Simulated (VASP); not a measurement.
# Nb2SnSe (P-6m2) in VASP: single point with r2SCAN

Aim: the single point of Nb2SnSe with r2SCAN.

Everything below comes from runs of VASP 6.6.1. Logs are shortened: lines on timing, memory, paths and dates and some standing lists are left out, and cuts for length are marked.

### Step 1. Starting point

The structure is hexagonal, space group P-6m2 (No. 187). The conventional cell has a = 3.380 Å, b = 3.380 Å, c = 7.794 Å, α = 90.00°, β = 90.00°, γ = 120.00°. Nb (site symmetry 3m) is surrounded by 3 Se at 2.62 Å and 3 Sn at 2.90 Å. Sn (site symmetry -6m2) is surrounded by 6 Nb at 2.90 Å. Se (site symmetry -6m2) is surrounded by 6 Nb at 2.62 Å.

The cell was built by a generator and needn't be a form met in nature.

### Step 2. Single point, r2SCAN

The input, INCAR:

```
SYSTEM = Nb2SnSe
PREC = Accurate ; ENCUT = 520
EDIFF = 1E-6 ; ISMEAR = 0
SIGMA = 0.1 ; LREAL = .FALSE.
LASPH = .TRUE. ; NELM = 150
ALGO = Normal ; ISIF = 2
LWAVE = .FALSE. ; LCHARG = .FALSE.
METAGGA = R2SCAN ; LMIXTAU = .TRUE.
NBANDS = 31 ; KPAR = 2
```

The input, KPOINTS:

```
Automatic mesh
0
G
  12 12 6
  0 0 0
```

The input, POSCAR:

```
Nb2SnSe
1.0
    3.3797300000      0.0000000000      0.0000000000
   -1.6898650000      2.9269320000      0.0000000000
    0.0000000000      0.0000000000      7.7942500000
Nb Sn Se
2 1 1
Direct
    0.6666670000      0.3333330000      0.7249750000
    0.6666670000      0.3333330000      0.2750250000
    0.0000000000      0.0000000000      0.0000000000
    0.3333330000      0.6666670000      0.5000000000
```

Potentials or basis: VASP PAW PBE potentials, release 64 (Nb_sv, Sn_d, Se).

Started as:

```
cat potpaw_PBE.64/Nb_sv/POTCAR potpaw_PBE.64/Sn_d/POTCAR potpaw_PBE.64/Se/POTCAR > POTCAR
mpirun -np 2 vasp_std > vasp.out
```

OUTCAR:

```text
SYSTEM = Nb2SnSe
   PREC = Accurate
   ENCUT = 520
   EDIFF = 1E-6
   ISMEAR = 0
   LREAL = .FALSE.
   LASPH = .TRUE.
   NELM = 150
   ISIF = 2
   METAGGA = R2SCAN

 ion  position               nearest neighbor table
   1  0.667  0.333  0.725-   4 2.62   4 2.62   4 2.62   3 2.90   3 2.90   3 2.90
   2  0.667  0.333  0.275-   4 2.62   4 2.62   4 2.62   3 2.90   3 2.90   3 2.90
   3  0.000  0.000  0.000-   1 2.90   2 2.90   1 2.90   2 2.90   1 2.90   2 2.90
   4  0.333  0.667  0.500-   1 2.62   2 2.62   1 2.62   2 2.62   1 2.62   2 2.62

  LATTYP: Found a hexagonal cell.
 ALAT       =     3.3797300000
 C/A-ratio  =     2.3061753454

  Lattice vectors:

 A1 = (   3.3797300000,   0.0000000000,   0.0000000000)
 A2 = (  -1.6898650000,   2.9269320000,   0.0000000000)
 A3 = (   0.0000000000,   0.0000000000,   7.7942500000)

Analysis of symmetry for initial positions (statically):
=====================================================================
 Subroutine PRICEL returns:
 Original cell was already a primitive cell.

 Routine SETGRP: Setting up the symmetry group for a
 hexagonal supercell.

 Subroutine GETGRP returns: Found 12 space group operations
 (whereof 12 operations were pure point group operations)
 out of a pool of 24 trial point group operations.

The static configuration has the point symmetry D_3h.

Analysis of symmetry for dynamics (positions and initial velocities):
=====================================================================
 Subroutine PRICEL returns:
 Original cell was already a primitive cell.

 Routine SETGRP: Setting up the symmetry group for a
 hexagonal supercell.

 Subroutine GETGRP returns: Found 12 space group operations
 (whereof 12 operations were pure point group operations)
 out of a pool of 24 trial point group operations.

The dynamic configuration has the point symmetry D_3h.

 Subroutine INISYM returns: Found 12 space group operations
 (whereof 12 operations are pure point group operations),
 and found     1 'primitive' translations

----------------------------------------------------------------------------------------

                                     Primitive cell

  volume of cell :      77.1026

  direct lattice vectors                    reciprocal lattice vectors
     3.379730000  0.000000000  0.000000000     0.295881624  0.170827337  0.000000000
    -1.689865000  2.926932000  0.000000000     0.000000000  0.341654675  0.000000000
     0.000000000  0.000000000  7.794250000     0.000000000  0.000000000  0.128299708

  length of vectors
     3.379730000  3.379729967  7.794250000     0.341654671  0.341654675  0.128299708

  position of ions in fractional coordinates (direct lattice)
     0.666667000  0.333333000  0.724975000
     0.666667000  0.333333000  0.275025000
     0.000000000  0.000000000  0.000000000
     0.333333000  0.666667000  0.500000000

  ion indices of the primitive-cell ions
   primitive index   ion index
                 1           1
                 2           2
                 3           3
                 4           4

----------------------------------------------------------------------------------------

 KPOINTS: Automatic mesh

Automatic generation of k-mesh.
 Grid dimensions read from file:
 generate k-points for:   12   12    6

 Generating k-lattice:

  Cartesian coordinates                     Fractional coordinates (reciprocal lattice)
     0.024656802  0.014235611  0.000000000     0.083333333 -0.000000000  0.000000000
     0.000000000  0.028471223  0.000000000     0.000000000  0.083333333  0.000000000
     0.000000000  0.000000000  0.021383285     0.000000000  0.000000000  0.166666667

  Length of vectors
     0.028471223  0.028471223  0.021383285

  Shift w.r.t. Gamma in fractional coordinates (k-lattice)
     0.000000000  0.000000000  0.000000000

 Subroutine IBZKPT returns following result:
 ===========================================

 Found     76 irreducible k-points:

 Following reciprocal coordinates:
            Coordinates               Weight
  0.000000  0.000000  0.000000      1.000000
  0.083333 -0.000000  0.000000      6.000000
  0.166667 -0.000000  0.000000      6.000000
  0.250000 -0.000000  0.000000      6.000000
  0.333333 -0.000000  0.000000      6.000000
  0.416667 -0.000000  0.000000      6.000000
[... 16 lines left out ...]
  0.250000 -0.000000  0.166667     12.000000
  0.333333 -0.000000  0.166667     12.000000
 [... further k-points ...]
   k-points           NKPTS =     76   k-points in BZ     NKDIM =     76   number of bands    NBANDS=     31
   number of dos      NEDOS =    301   number of ions     NIONS =      4
   total plane-waves  NPLWV =  47040
   dimension x,y,z NGX =    28 NGY =   28 NGZ =   60
   dimension x,y,z NGXF=    56 NGYF=   56 NGZF=  120
   ions per type =               2   1   1
   NGX,Y,Z   is equivalent  to a cutoff of  13.77, 13.77, 12.80 a.u.
   NGXF,Y,Z  is equivalent  to a cutoff of  27.55, 27.55, 25.60 a.u.
 SYSTEM =  Nb2SnSe
   PREC   = accura    normal or accurate (medium, high low for compatibility)
   ISTART =      0    job   : 0-new  1-cont  2-samecut
   ICHARG =      2    charge: 1-file 2-atom 10-const
   ISPIN  =      1    spin polarized calculation?
   LNONCOLLINEAR =      F non collinear calculations
   LSORBIT =      F    spin-orbit coupling
   LASPH  =      T    aspherical Exc in radial PAW
   ENCUT  =  520.0 eV  38.22 Ry    6.18 a.u.   6.28  6.28 14.49*2*pi/ulx,y,z
   NELM   =    150;   NELMIN=  2; NELMDL= -5     # of ELM steps
   EDIFF  = 0.1E-05   stopping-criterion for ELM
   LREAL  =      F    real-space projection
   EDIFFG = 0.1E-04   stopping-criterion for IOM
   NSW    =      0    number of steps for IOM
   IBRION =     -1    ionic relax: 0-MD 1-quasi-New 2-CG
   NFREE  =      0    steps in history (QN), initial steepest desc. (CG)
   ISIF   =      2    stress and relaxation
   ISYM   =      2    0-nonsym 1-usesym 2-fastsym
   POTIM  = 0.5000    time-step for ionic-motion
   TEBEG  =    0.0;   TEEND  =   0.0 temperature during run
   PSTRESS=    0.0 pullay stress
   NELECT =      46.0000    total number of electrons
   NUPDOWN=      -1.0000    fix difference up-down
   EMIN   =  10.00;   EMAX   =-10.00  energy-range for DOS
   EFERMI =   0.00;   METHOD = LEGACY
   ISMEAR =     0;   SIGMA  =   0.10  broadening in eV -4-tet -1-fermi 0-gaus
   EFERMI_NEDOS =   21; number of points for ismear=-14 and -15
   IALGO  =     38    algorithm
   IMIX   =      4    mixing-type and parameters
     AMIX     =   0.40;   BMIX     =  1.00
     AMIX_MAG =   1.60;   BMIX_MAG =  1.00
  volume/ion in A,a.u.               =      19.28       130.08
  Fermi-wavevector in a.u.,A,eV,Ry     =   1.378175  2.604374 25.842458  1.899367
  Thomas-Fermi vector in A             =   2.503261
   LORBIT       =      0    0 simple, 1 ext, 2 COOP (PROOUT), +10 PAW based schemes
   METAGGA = R2SCAN    functional components
   LHFCALC =     F    Hartree Fock is set to
   AEXX    =    0.0000 exact exchange contribution
   IVDW    =     0    specifies the selected vdW correction
   LEPSILON=     F    determine dielectric tensor
   LRPA    =     F    only Hartree local field effects (RPA)
 non-spin polarized calculation
 Gauss-broadening in eV      SIGMA  =   0.10
  energy-cutoff  :      520.00
  volume of cell :       77.10
 maximum number of plane-waves:      2099
 NGX is ok and might be reduce to    28
   NGX = 13   NGY = 13   NGZ = 29

 number of electron      45.9999990 magnetization

 Free energy of the ion-electron system (eV)
  ---------------------------------------------------
  ext. energy  EPLUGINS =         0.00000000
  ---------------------------------------------------
  free energy    TOTEN  =       -90.12727298 eV

  energy without entropy =      -90.10968591  energy(sigma->0) =      -90.11847945

 E-fermi :  10.4360     XC(G=0): -12.6860

 val. band max:       10.4335493761   @ k =   0.0000   0.0000   0.0000
 cond. band min:      10.4367373671   @ k =   0.3333   0.1667   0.0000
 fundamental gap:      0.0031879910
 Fermi energy:        10.4360437518

 k-point     1 :       0.0000    0.0000    0.0000
  band No.  band energies     occupation
      1     -46.7311      2.00000
      2     -46.7247      2.00000
      3     -22.3369      2.00000
      4     -22.2044      2.00000
      5     -21.9180      2.00000
      6     -21.9180      2.00000
[... 23 lines left out ...]
     30      14.3821      0.00000
     31      18.1217      0.00000

 k-point     2 :       0.0833   -0.0000    0.0000
  band No.  band energies     occupation
      1     -46.7290      2.00000
      2     -46.7226      2.00000
      3     -22.3316      2.00000
      4     -22.2011      2.00000
      5     -21.9410      2.00000
      6     -21.9305      2.00000
[... 23 lines left out ...]
     30      14.8945      0.00000
     31      17.0409      0.00000

 k-point     3 :       0.1667   -0.0000    0.0000
  band No.  band energies     occupation
      1     -46.7232      2.00000
      2     -46.7169      2.00000
      3     -22.3170      2.00000
      4     -22.1922      2.00000
      5     -22.0033      2.00000
      6     -21.9894      2.00000
[... 23 lines left out ...]
     30      15.3386      0.00000
     31      15.8211      0.00000

 k-point     4 :       0.2500   -0.0000    0.0000
  band No.  band energies     occupation
      1     -46.7152      2.00000
      2     -46.7091      2.00000
      3     -22.2971      2.00000
      4     -22.1802      2.00000
      5     -22.0873      2.00000
      6     -22.0690      2.00000
[... 635 lines left out ...]
     30      15.3506      0.00000
     31      16.1079      0.00000

 k-point    23 :       0.2500   -0.0000    0.1667
  band No.  band energies     occupation
      1     -46.7151      2.00000
      2     -46.7092      2.00000
      3     -22.2946      2.00000
      4     -22.1828      2.00000
      5     -22.0868      2.00000
      6     -22.0694      2.00000
[... 23 lines left out ...]
     30      14.2482      0.00000
     31      16.5216      0.00000

 k-point    24 :       0.3333   -0.0000    0.1667
  band No.  band energies     occupation
      1     -46.7071      2.00000
      2     -46.7013      2.00000
      3     -22.2753      2.00000
      4     -22.1718      2.00000
      5     -22.1683      2.00000
      6     -22.1474      2.00000
[... 23 lines left out ...]
     30      14.2209      0.00000
     31      16.3145      0.00000

 [... further k-points ...]

------------------------ aborting loop because EDIFF is reached ----------------------------------------

  FORCE on cell =-STRESS in cart. coord.  units (eV):
  Direction    XX          YY          ZZ          XY          YZ          ZX
  --------------------------------------------------------------------------------------
  -------------------------------------------------------------------------------------
  Total       -0.4112421     -0.4112421     -1.0850330      0.0000000      0.0000000      0.0000000
  in kB       -8.5455339     -8.5455337    -22.5467819      0.0000000      0.0000000      0.0000000
  external PRESSURE =     -13.2126165 kB  Pullay stress =       0.0000000 kB

 VOLUME and BASIS-vectors are now :
 -----------------------------------------------------------------------------
  energy-cutoff  :      520.00
  volume of cell :       77.10
      direct lattice vectors                 reciprocal lattice vectors
     3.379730000  0.000000000  0.000000000     0.295881624  0.170827337  0.000000000
    -1.689865000  2.926932000  0.000000000     0.000000000  0.341654675  0.000000000
     0.000000000  0.000000000  7.794250000     0.000000000  0.000000000  0.128299708

 POSITION                                       TOTAL-FORCE (eV/Angst)
 -----------------------------------------------------------------------------------
      1.68987      0.97564      5.65064         0.000000      0.000000      0.054580
      1.68987      0.97564      2.14361         0.000000      0.000000     -0.054580
      0.00000      0.00000      0.00000        -0.000000      0.000000      0.000000
     -0.00000      1.95129      3.89712        -0.000000      0.000000      0.000000
 -----------------------------------------------------------------------------------
    total drift:                               -0.005839      0.003372      0.000000

  FREE ENERGIE OF THE ION-ELECTRON SYSTEM (eV)
  ---------------------------------------------------
  free  energy   TOTEN  =       -90.1272729788 eV

  energy  without entropy=      -90.1096859115  energy(sigma->0) =      -90.11847945
```

Run time: 4.5 min. Hardware: 2 MPI ranks of Intel Xeon Platinum 8488C (Sapphire Rapids), shared host; peak memory 0.34 GiB.

Results:

| Item | Value |
| --- | --- |
| Free energy | -90.1273 eV |
| Pressure | -1.3 GPa |
| Largest force | 0.055 eV/Å |
| Band gap on the k mesh | none (metal or under the smearing width) |

Forces on the atoms (eV/Å):
```
Nb   0.000  0.000  0.055
Nb   0.000  0.000 -0.055
Sn   0.000  0.000  0.000
Se   0.000  0.000  0.000
```

Stress tensor (GPa, compression positive):
```
-0.85  0.00  0.00
 0.00 -0.85  0.00
 0.00  0.00 -2.25
```

Levels at points of the mesh, in eV from the Fermi level:
```tsv
k point	band 19	band 20	band 21	band 22	band 23	band 24	band 25	band 26	band 27	band 28
(0.00, 0.00, 0.00)	-3.04	-2.40	-0.45	-0.45	0.00	0.00	0.28	1.12	1.12	2.26
(0.50, 0.00, 0.00)	-4.32	-2.55	-2.42	-2.08	0.47	0.89	1.35	2.56	2.61	2.82
(0.00, 0.00, 0.50)	-3.33	-1.45	-0.70	-0.70	-0.20	0.04	0.04	0.92	0.92	2.88
(0.50, 0.00, 0.50)	-4.26	-2.98	-2.16	-1.73	-0.54	1.24	2.41	2.59	2.69	3.00
```

Caveat: the PAW data sets were made with another functional, which shifts forces and pressure a little.
